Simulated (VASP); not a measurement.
Level of theory: optB86b-vdW, VASP's PBE PAW potentials (set 64) (plane waves; VASP).

The input files of a VASP run:

INCAR:
```
SYSTEM = Si
PREC = Accurate
ENCUT = 520
EDIFF = 1E-7
NELM = 100
ALGO = Normal
LREAL = .FALSE.
LASPH = .TRUE.
ISMEAR = -5
GGA = MK
PARAM1 = 0.1234
PARAM2 = 1.0
LUSE_VDW = .TRUE.
AGGAC = 0.0
LWAVE = .FALSE.
LCHARG = .TRUE.
LORBIT = 11
NEDOS = 601
ISIF = 2
```

### POSCAR
```
Si
1
   -0.0000000000     2.7276982439     2.7276982439
    2.7276982439     0.0000000000     2.7276982439
    2.7276982439     2.7276982439     0.0000000000
Si
2
Direct
  0.0000000000   0.0000000000   0.0000000000
  0.2500000000   0.2500000000   0.2500000000
```

File KPOINTS:
```
Automatic mesh
0
Gamma
9 9 9
0 0 0
```

POTCAR, in this order: Si (PBE.64 set). Program: vasp_std.

The resulting files:

OSZICAR:
```
       N       E                     dE             d eps       ncg     rms          rms(c)
DAV:   1     0.834917541444E+01    0.83492E+01   -0.32254E+03   560   0.766E+02
DAV:   2    -0.852965792614E+01   -0.16879E+02   -0.16693E+02   880   0.816E+01
DAV:   3    -0.875263609223E+01   -0.22298E+00   -0.22298E+00   704   0.117E+01
DAV:   4    -0.875377744373E+01   -0.11414E-02   -0.11414E-02   832   0.927E-01
DAV:   5    -0.875378140791E+01   -0.39642E-05   -0.39642E-05   744   0.402E-02    0.458E+00
DAV:   6    -0.865626421034E+01    0.97517E-01   -0.82686E-02   664   0.153E+00    0.284E+00
DAV:   7    -0.861089265240E+01    0.45372E-01   -0.17506E-01   744   0.228E+00    0.221E-01
DAV:   8    -0.861160791237E+01   -0.71526E-03   -0.50210E-03   632   0.499E-01    0.651E-02
DAV:   9    -0.861163853633E+01   -0.30624E-04   -0.20724E-04   816   0.104E-01    0.601E-02
DAV:  10    -0.861166740069E+01   -0.28864E-04   -0.62553E-05   584   0.630E-02    0.383E-02
DAV:  11    -0.861166734158E+01    0.59114E-07   -0.12693E-06   800   0.978E-03    0.550E-03
DAV:  12    -0.861166734951E+01   -0.79349E-08   -0.33406E-08   648   0.172E-03
   1 F= -.86116673E+01 E0= -.86116673E+01  d E =0.000000E+00
```

### OUTCAR
```
------------------------ aborting loop because EDIFF is reached ----------------------------------------
  FORCE on cell =-STRESS in cart. coord.  units (eV):
  Direction    XX          YY          ZZ          XY          YZ          ZX
  --------------------------------------------------------------------------------------
  Total        0.0002440      0.0002440      0.0002440      0.0000000     -0.0000000      0.0000000
  in kB        0.0096325      0.0096325      0.0096325      0.0000000     -0.0000000      0.0000000
  external PRESSURE =       0.0096325 kB  Pullay stress =       0.0000000 kB
  volume of cell :       40.59
      direct lattice vectors                 reciprocal lattice vectors
     0.000000000  2.727698244  2.727698244    -0.183304734  0.183304734  0.183304734
     2.727698244  0.000000000  2.727698244     0.183304734 -0.183304734  0.183304734
     2.727698244  2.727698244  0.000000000     0.183304734  0.183304734 -0.183304734
 POSITION                                       TOTAL-FORCE (eV/Angst)
 -----------------------------------------------------------------------------------
      0.00000      0.00000      0.00000        -0.000000     -0.000000     -0.000000
      1.36385      1.36385      1.36385         0.000000      0.000000      0.000000
 -----------------------------------------------------------------------------------
    total drift:                               -0.000000     -0.000000     -0.000000
  FREE ENERGIE OF THE ION-ELECTRON SYSTEM (eV)
  ---------------------------------------------------
  free  energy   TOTEN  =        -8.6116673495 eV

  energy  without entropy=       -8.6116673495  energy(sigma->0) =       -8.61166735

 total charge

# of ion       s       p       d       tot
------------------------------------------
    1        0.749   0.934   0.000   1.683
    2        0.749   0.934   0.000   1.683
--------------------------------------------------
tot          1.498   1.868   0.000   3.367
```
(Selected blocks of OUTCAR.)

OUTCAR:
```
 val. band max:        5.6545969865   @ k =   0.0000   0.0000   0.0000

 cond. band min:       6.2817992976   @ k =   0.4444   0.4444   0.0000


 Fermi energy:         5.6930994387

 k-point     1 :       0.0000    0.0000    0.0000
  band No.  band energies     occupation
      1      -6.1874      2.00000
      2       5.6546      2.00000
      3       5.6546      2.00000
      4       5.6546      2.00000
      5       8.2355      0.00000
      6       8.2355      0.00000
      7       8.2355      0.00000
      8       8.9008      0.00000

 k-point     2 :       0.1111    0.0000    0.0000
  band No.  band energies     occupation
      1      -6.0279      2.00000
      2       4.3226      2.00000
      3       5.4222      2.00000
      4       5.4222      2.00000
      5       8.1864      0.00000
      6       8.5789      0.00000
      7       8.5789      0.00000
      8      10.0284      0.00000

 k-point     3 :       0.2222    0.0000    0.0000
  band No.  band energies     occupation
      1      -5.5592      2.00000
      2       2.2682      2.00000
      3       5.0046      2.00000
      4       5.0046      2.00000
      5       7.7664      0.00000
      6       9.1043      0.00000
      7       9.1043      0.00000
      8      11.9968      0.00000

 k-point     4 :       0.3333    0.0000    0.0000
  band No.  band energies     occupation
      1      -4.8283      2.00000
      2       0.3784      2.00000
      3       4.6702      2.00000
      4       4.6702      2.00000
      5       7.3951      0.00000
      6       9.1812      0.00000
      7       9.1812      0.00000
      8      13.4700      0.00000

 k-point     5 :       0.4444    0.0000    0.0000
  band No.  band energies     occupation
      1      -4.0497      2.00000
      2      -0.9980      2.00000
      3       4.4957      2.00000
      4       4.4957      2.00000
      5       7.1950      0.00000
      6       9.0478      0.00000
      7       9.0478      0.00000
...
```

The compound is Si in the diamond structure. It was relaxed first.
